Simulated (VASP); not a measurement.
```yaml
crystal:
  lattice:
    - [-1.59957, 1.61830, 3.99223]
    - [1.59957, -1.61830, 3.99223]
    - [1.59957, 1.61830, -3.99223]
  atoms:
    - { symbol: Si, position: [0.66500, 0.66500, 0.00000] }
    - { symbol: Si, position: [0.33500, 0.33500, 0.00000] }
    - { symbol: W, position: [0.00000, 0.03043, 0.03043] }
```

Method: PBE GGA + U (Dudarev), VASP's PBE PAW potentials (set 64) (plane waves; VASP). Settings: 400 eV cut-off, 12×12×12 Γ-centred mesh, first-order Methfessel-Paxton smearing of 0.10 eV, potentials Si W_sv, U − J: W 2.00 eV.

Task: Which forces act on the atoms, in eV/Å?

Result: 
```tsv
atom	Fx	Fy	Fz
Si1	0.507	0.000	0.108
Si2	0.507	0.000	-0.108
W3	-1.015	0.000	0.000
```

Task: Give the stress tensor in GPa (positive for a compressed cell).

Result: 
```
 4.61   0.00   0.00
 0.00   1.62   0.00
 0.00   0.00  -4.41
```
The pressure is its mean diagonal, 0.61 GPa.

The compound is WSi2 in the MoSi2 type structure. The cell was not relaxed at this level. The run is one of a series of settings (LDAU = .TRUE., LDAUJ = 0 0, LDAUL = -1 2, LDAUTYPE = 2, LDAUU = 0 2.0 against the base run), some of them coarse on purpose.
